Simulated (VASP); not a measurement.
# GaP: input slips in a band-gap run and what they do, part 2 of 2

Aim: see how common mistakes in a band-structure run show up, on GaP. The starting structure is a measured crystal structure from the Crystallography Open Database. Cell and atoms stay as given unless a step says otherwise.

VASP 6.6.1.

Results so far: reference 1.445 eV; a cutoff far too low 1.171 eV.

## Step 5: Bands with a wide metal-type smearing (continued)

Level of this step: LDA; plane waves and PAW (Ga_d, P) (VASP).

OUTCAR, selected parts (step 5):

```text
  Total       -0.7614545     -0.7614545     -0.7614545     -0.0000000     -0.0000000      0.0000000
  in kB      -30.1373784    -30.1373784    -30.1373784     -0.0000000     -0.0000000      0.0000000
  external PRESSURE =     -30.1373784 kB  Pullay stress =       0.0000000 kB

 POSITION                                       TOTAL-FORCE (eV/Angst)
 -----------------------------------------------------------------------------------
      0.00000      0.00000      0.00000        -0.000000     -0.000000     -0.000000
      4.08788      4.08788      4.08788         0.000000      0.000000      0.000000
 -----------------------------------------------------------------------------------
    total drift:                               -0.000000     -0.000000     -0.000001

  FREE ENERGIE OF THE ION-ELECTRON SYSTEM (eV)
  ---------------------------------------------------
  free  energy   TOTEN  =       -10.4202002082 eV

  energy  without entropy=      -10.4957903169  energy(sigma->0) =      -10.44539691

[... 2 parts as in an earlier step ...]

[... 1 further part left out ...]
[key lines of the parts left out:]
E-fermi :   4.7221
```

With a wide metal-type smearing the gap is 1.444 eV, -0.001 eV from the reference.

## Step 6: Bands with one electron missing

A slip made on purpose: one electron missing. Against step 2 the input has NELECT = 17 (also changed: NELM).

INCAR

```
SYSTEM = GaP
PREC = Accurate
ENCUT = 350
EDIFF = 1E-06
NELM = 60
ISMEAR = 0
SIGMA = 0.03
LREAL = .FALSE.
ALGO = Normal
GGA = CA
NBANDS = 21
LORBIT = 11
LWAVE = .FALSE.
LCHARG = .FALSE.
KPAR = 4
NELECT = 17
```

POSCAR

```
GaP
1.0
    0.0000000000      2.7252500000      2.7252500000
    2.7252500000      0.0000000000      2.7252500000
    2.7252500000      2.7252500000      0.0000000000
Ga P
1 1
Direct
    0.0000000000      0.0000000000      0.0000000000
    0.7500000000      0.7500000000      0.7500000000
```

KPOINTS

```
Automatic mesh
0
Gamma
8 8 8
0 0 0
```

KPOINTS_OPT

```
Line mode
10
Line-mode
Reciprocal
  0.00000000   0.00000000   0.00000000 GAMMA
  0.50000000   0.00000000   0.50000000 X

  0.50000000   0.00000000   0.50000000 X
  0.50000000   0.25000000   0.75000000 W

  0.50000000   0.25000000   0.75000000 W
  0.37500000   0.37500000   0.75000000 K

  0.37500000   0.37500000   0.75000000 K
  0.00000000   0.00000000   0.00000000 GAMMA

  0.00000000   0.00000000   0.00000000 GAMMA
  0.50000000   0.50000000   0.50000000 L

  0.50000000   0.50000000   0.50000000 L
  0.62500000   0.25000000   0.62500000 U

  0.62500000   0.25000000   0.62500000 U
  0.50000000   0.25000000   0.75000000 W

  0.50000000   0.25000000   0.75000000 W
  0.50000000   0.50000000   0.50000000 L

  0.50000000   0.50000000   0.50000000 L
  0.37500000   0.37500000   0.75000000 K

  0.62500000   0.25000000   0.62500000 U
  0.50000000   0.00000000   0.50000000 X
```

Potentials, in the order of the species: Ga_d and P (LDA family, release 64).

The run is started by

```console
$ mpirun -np 4 vasp_std
```

What it wrote:

```text
[... set-up lines as in an earlier step ...]
 entering main loop
       N       E                     dE             d eps       ncg     rms          rms(c)
DAV:   1     0.789572008870E+02    0.78957E+02   -0.59868E+03  1366   0.877E+02
DAV:   2    -0.547338295132E+01   -0.84431E+02   -0.77461E+02  1315   0.254E+02
DAV:   3    -0.135798273899E+02   -0.81064E+01   -0.80214E+01  1446   0.555E+01
DAV:   4    -0.137163699479E+02   -0.13654E+00   -0.13646E+00  1449   0.761E+00
DAV:   5    -0.137180117218E+02   -0.16418E-02   -0.16417E-02  1424   0.831E-01BRMIX: very serious problems
 the old and the new charge density differ
 old charge density:    18.00000 new   17.00000
BRMIX: very serious problems
 the old and the new charge density differ
 old charge density:    18.00000 new   17.00000
BRMIX: very serious problems
 the old and the new charge density differ
 old charge density:    18.00000 new   17.00000
BRMIX: very serious problems
 the old and the new charge density differ
 old charge density:    18.00000 new   17.00000
    0.390E+00
[...]
DAV:  10    -0.138335224286E+02   -0.19501E-05   -0.10626E-05  1506   0.161E-02    0.211E-02
DAV:  11    -0.138335227854E+02   -0.35678E-06   -0.12808E-06  1240   0.793E-03
   1 F= -.13833523E+02 E0= -.13832802E+02  d E =-.144098E-02
 Start KPOINTS_OPT (optional k-point list driver)
k-point batch [1-29\100]
       N       E                     dE             ncg
DAV:   1    -0.624673597281E+03   -0.12683E+05     1393
DAV:   2    -0.304972411418E+04   -0.24251E+04     1319
DAV:   3    -0.328400484460E+04   -0.23428E+03     1517
DAV:   4    -0.328812991614E+04   -0.41251E+01     1485
DAV:   5    -0.328817743151E+04   -0.47515E-01     1447
DAV:   6    -0.328817915215E+04   -0.17206E-02     1745
DAV:   7    -0.328817916369E+04   -0.11541E-04     1439
DAV:   8    -0.328817916412E+04   -0.43415E-06     1254
[...]
k-point batch [88-100\100]
       N       E                     dE             ncg
DAV:   1     0.720637745392E+04   -0.70623E+04      584
DAV:   2     0.604004031792E+04   -0.11663E+04      580
DAV:   3     0.592673403302E+04   -0.11331E+03      717
DAV:   4     0.592452145555E+04   -0.22126E+01      665
DAV:   5     0.592449710050E+04   -0.24355E-01      636
DAV:   6     0.592449617869E+04   -0.92181E-03      810
DAV:   7     0.592449617392E+04   -0.47754E-05      662
DAV:   8     0.592449617359E+04   -0.33252E-06      604
```

The job ended after 3.8 s (4 MPI ranks of Intel Xeon 6975P-C (Granite Rapids), shared host; peak memory 0.52 GiB; 12 s of CPU time).

Parts of OUTCAR (step 6):

```text
  Total       -9.7794116     -9.7794116     -9.7794116      0.0000000      0.0000000     -0.0000000
  in kB     -387.0564130   -387.0564130   -387.0564130      0.0000000      0.0000000     -0.0000000
  external PRESSURE =    -387.0564130 kB  Pullay stress =       0.0000000 kB

  FREE ENERGIE OF THE ION-ELECTRON SYSTEM (eV)
  ---------------------------------------------------
  free  energy   TOTEN  =       -13.8335227854 eV

  energy  without entropy=      -13.8320818008  energy(sigma->0) =      -13.83280229

[... 3 parts as in an earlier step ...]

[... 1 further part left out ...]
[key lines of the parts left out:]
E-fermi :   2.8408
```

With one electron missing there is no gap to read, since by its occupations the run counts as a metal (its levels may still leave one).

## Step 7: Comparison

| run | ended | gap (eV) | change (eV) | core minutes |
| --- | --- | --- | --- | --- |
| reference | converged | 1.445 | - | 0.253 |
| too few electronic steps | not converged | - | - | 0.147 |
| a cutoff far too low | converged | 1.171 | -0.275 | 0.107 |
| a wide metal-type smearing | converged | 1.444 | -0.001 | 0.253 |
| one electron missing | converged | none | - | 0.253 |

Core minutes are wall time times ranks of the run shown, on a shared host.

## Step 8: Summary of results

| Item | Value |
| --- | --- |
| reference gap | 1.445 eV |
| gap with a cutoff far too low | 1.171 eV |
| gap with a wide metal-type smearing | 1.444 eV |
| gap with one electron missing | none to read from the occupations |
| run with too few electronic steps | not converged |

The run with too few electronic steps didn't converge. Finished, but with signs in the output that stand out against the reference: a cutoff far too low, with the gap changed by -0.27 eV (signs: a stress of up to 550.9 GPa); a wide metal-type smearing, with the gap changed by less than 0.01 eV (signs: a large entropy term in the energy); one electron missing, with no gap to read, since by its occupations the run counts as a metal (its levels may still leave one) (signs: a warning on the charge density and a stress of up to 38.7 GPa). Further runs on this material are not shown.

[Lines on the potential files, build, host, timing and source positions are cut from VASP's logs without a mark.]

[Logs are printed without paths, hosts, clocks, repeated set-up lines and the standing remarks that a program may print on its own settings, such as how far it seeks lower states.]

[Hosts, paths, dates, database ids (printed as entryN), source tags and the programs' standing remarks are cut or masked in the printed files.]
